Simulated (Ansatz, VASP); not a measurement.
# Cross-check of Mg (Magnesium) between VASP and Ansatz, part 2 of 2

One calculation is typed for both programs; each brings its own data sets. How far apart do they land? Of the first pair: The structure shown is the end of the Ansatz relaxation below.

VASP 6.6.1 and Ansatz 0.2.0.

So far. Step 6 (VASP: single point, LDA, pair 2): The run ends at a pressure of 1.50 GPa.

## Step 8: Ansatz: relaxation of cell and atoms, LDA

Level of this step: Ansatz beside VASP: Kohn-Sham DFT, plane waves, LDA (Ansatz).

The relaxed volume is the usual yardstick between codes: in a stiff, nearly cubic crystal its relative difference is about their pressure difference at one cell divided by the bulk modulus. Its start cell is another than that of the pair before, and may be another structure of the material.

The cell is taken from a series of runs on this material, whose earlier steps may have relaxed, scaled, displaced or heated it; both programs get it as it stands.

Input file input.yaml:

```yaml
crystal:
  lattice:
    - [3.1465729442, 0.0, 0.0]
    - [-1.5732864721, 2.7250121045, 0.0]
    - [0.0, 0.0, 5.0386890197]
  atoms:
    - { symbol: Mg, position: [0.3333333333, 0.6666666667, 0.25] }
    - { symbol: Mg, position: [0.6666666667, 0.3333333333, 0.75] }
kpoints:
  mp_grid: { grid: [15, 15, 8] }
hamiltonian:
  xc: lda
  pseudopotentials: { kind: paw, azcp: { folder: soft_1 }, xc_functional: pbe }
scf:
  occupations: { method: methfessel_paxton, width: 0.2 }
output:
  forces: true
  stress: true
  eigenvalues: true
  write_density: true
  write_potential: true
  elf: true
  volumetric_format: npy
relax:
  adjacent_minimum: "off"
  f_tol: 0.001
  max_steps: 60
  cell: { stress_tol: 0.01 }
```

Command:

```sh
$ ansatz run input.yaml --threads 4 --pin off --max-ram 10240MiB --backend cpu --events-out ev --progress --plain --runs-dir out
```

Numbers of over 12 decimals in the logs are rounded to 6 here.

Log:

```text
[...]
Crystal: 2 atoms, lattice volume = 43.204 Å³
Basis set: ecut = 420 eV, 845 PW (Γ)
Bands: 14, of which v1, the nominal top of the filled ones, is band 10 counted from 1 (9 counted from 0)
Symmetry: 24 space group operations
[...]
k-points: 135 of 1800
[...]
k-point 134: bands = [... 6 lower, -36.7480, -36.7480, 6.0847, 6.0847, 6.5835, 6.5835, 7.4992, 7.4992]
--- Relaxed structure (3 steps of the walk, 3 accepted, 1 SCFs on fresh bases) ---
[...]
cell:  # Å, volume = 43.2010 Å³
    - [3.148685, 0.0, 0.0]
    - [-1.574342, 2.726841, 0.0]
    - [0.0, 0.0, 5.031584]
  atoms:
    - { symbol: Mg, position: [0.333333, 0.666667, 0.250000] }
    - { symbol: Mg, position: [0.666667, 0.333333, 0.750000] }
[key lines of the parts left out:]
SCF converged after 4 iterations
Free energy (F): -3803.208489 eV
Fermi energy:    5.916512 eV
P = ⅓ Tr σ = -0.0013 GPa (-0.013 kbar)
```

## Step 9: VASP: relaxation of cell and atoms, LDA

The same cell, functional (in two slightly different forms), mesh and smearing now go to VASP, with its own data sets.

Input file INCAR:

```
SYSTEM = Mg
PREC = Accurate
ENCUT = 600
EDIFF = 1E-07
NELM = 120
ISMEAR = 1
SIGMA = 0.2
LREAL = .FALSE.
ALGO = Normal
GGA = CA
NBANDS = 8
LORBIT = 11
LWAVE = .FALSE.
LCHARG = .FALSE.
ISIF = 3
IBRION = 2
NSW = 80
EDIFFG = -0.005
LASPH = .TRUE.
GGA_COMPAT = .FALSE.
NELMIN = 4
KPAR = 2
```

Input file POSCAR:

```
Mg
1.0
    3.1465730000      0.0000000000      0.0000000000
   -1.5732860000      2.7250120000      0.0000000000
    0.0000000000      0.0000000000      5.0386890000
Mg
2
Direct
    0.3333332886      0.6666667890      0.2499999504
    0.6666663936      0.3333332110      0.7500000496
```

Input file KPOINTS:

```
Automatic mesh
0
Gamma
15 15 8
0 0 0
```

The projector-augmented-wave data sets are Mg (LDA family, release 64).

Command:

```sh
$ mpirun -np 2 vasp_std
```

Log:

```text
[... set-up lines as in an earlier step ...]
 entering main loop
       N       E                     dE             d eps       ncg     rms          rms(c)
DAV:   1    -0.780519768341E+00   -0.78052E+00   -0.13857E+03  2160   0.395E+02
DAV:   2    -0.362634175418E+01   -0.28458E+01   -0.27255E+01  2944   0.240E+01
DAV:   3    -0.364226237756E+01   -0.15921E-01   -0.15919E-01  2936   0.230E+00
DAV:   4    -0.364229448595E+01   -0.32108E-04   -0.32108E-04  3120   0.881E-02
[...]
DAV:   8    -0.362126529812E+01    0.81186E-05   -0.14829E-05  3456   0.222E-02    0.669E-03
DAV:   9    -0.362126427091E+01    0.10272E-05   -0.69635E-07  2488   0.434E-03    0.600E-04
DAV:  10    -0.362126425603E+01    0.14885E-07   -0.24550E-09  2024   0.359E-04
   1 F= -.36212643E+01 E0= -.36207252E+01  d E =-.362126E+01
[...]
N       E                     dE             d eps       ncg     rms          rms(c)
DAV:   1    -0.362164282878E+01   -0.37856E-03   -0.16184E-03  2904   0.198E-01    0.130E-02
DAV:   2    -0.362163915874E+01    0.36700E-05   -0.54545E-06  2456   0.154E-02    0.836E-03
DAV:   3    -0.362163622746E+01    0.29313E-05   -0.41895E-07  3032   0.316E-03    0.400E-04
DAV:   4    -0.362163621569E+01    0.11769E-07   -0.53995E-09  1448   0.461E-04
   2 F= -.36216362E+01 E0= -.36211005E+01  d E =-.371960E-03
 trial-energy change:   -0.000372  1 .order   -0.000372   -0.000606   -0.000137
 step:   1.2909(harm=  1.2909)  dis= 0.00000  next Energy=    -3.621656 (dE=-0.391E-03)
[...]
N       E                     dE             d eps       ncg     rms          rms(c)
DAV:   1    -0.362165621946E+01   -0.19992E-04   -0.13576E-04  2904   0.573E-02    0.379E-03
DAV:   2    -0.362165590237E+01    0.31709E-06   -0.45869E-07  2440   0.447E-03    0.243E-03
DAV:   3    -0.362165565095E+01    0.25142E-06   -0.34422E-08  2064   0.908E-04    0.117E-04
DAV:   4    -0.362165565014E+01    0.81366E-09   -0.75928E-10  1272   0.170E-04
   3 F= -.36216557E+01 E0= -.36211211E+01  d E =-.391394E-03
[...]
reached required accuracy - stopping structural energy minimisation
```

OUTCAR, selected parts (step 9):

```text
  Total        0.0059039      0.0059039     -0.0076693      0.0000000      0.0000000      0.0000000
  in kB        0.2207975      0.2207975     -0.2868245      0.0000000      0.0000000      0.0000000
  external PRESSURE =       0.0515902 kB  Pullay stress =       0.0000000 kB

 POSITION                                       TOTAL-FORCE (eV/Angst)
 -----------------------------------------------------------------------------------
     -0.00000      1.81215      1.25531         0.000000     -0.000000      0.000000
      1.56937      0.90607      3.76594        -0.000000      0.000000     -0.000000
 -----------------------------------------------------------------------------------
    total drift:                               -0.000009     -0.000001      0.000002

  FREE ENERGIE OF THE ION-ELECTRON SYSTEM (eV)
  ---------------------------------------------------
  free  energy   TOTEN  =        -3.6216556501 eV

  energy  without entropy=       -3.6200519783  energy(sigma->0) =       -3.62112109

 reached required accuracy - stopping structural energy minimisation

[... 1 part as in an earlier step ...]

[... 2 further parts left out ...]
[key lines of the parts left out:]
E-fermi :   2.8309
```

## Step 10: Differences

What differs besides the data sets and the points named for the pairs above, as far as they apply: the data sets hold 20 valence electrons in Ansatz (on its PAW soft_1 files) and 4 in VASP; Ansatz adds a Pulay correction to the stress that steers its cell, VASP none. Total energies have different zeros and are not compared.

The two programs side by side:

| quantity | Ansatz | VASP | difference |
| --- | --- | --- | --- |
| volume (Å³) | 43.20 | 42.84 | +0.84 % |
| edge a after relaxation, in the typed setting (Å) | 3.149 | 3.139 | +0.32 % |
| edge c after relaxation, in the typed setting (Å) | 5.032 | 5.021 | +0.21 % |

## Step 11: Summary of results

```json
{"difference in pressure (single point, LDA, pair 1)": "0.33 GPa", "difference in pressure (single point, LDA, pair 2)": "0.33 GPa", "difference in volume (relaxation of cell and atoms, LDA)": "0.84 %"}
```

In words: The difference in volume is 0.84 % (relaxation of cell and atoms, LDA), within the 1.2 % picked in this series as the mark of a large difference, as far as the stopping tolerances let one tell. The data sets hold unlike numbers of valence electrons (20 in Ansatz and 4 in VASP), so part of the differences comes from the potentials. 5 further runs of this series are not shown here. Such differences can come from data sets, numerical settings and the points named under the comparisons, not from the functional's error against experiment.

[Lines on the potential files, build, host, timing and source positions are cut from VASP's logs without a mark.]

[Logs are printed without paths, hosts, clocks, repeated set-up lines and the standing remarks that a program may print on its own settings, such as how far it seeks lower states.]

[Hosts, paths, dates, database ids (printed as entryN), source tags and the programs' standing remarks are cut or masked in the printed files.]
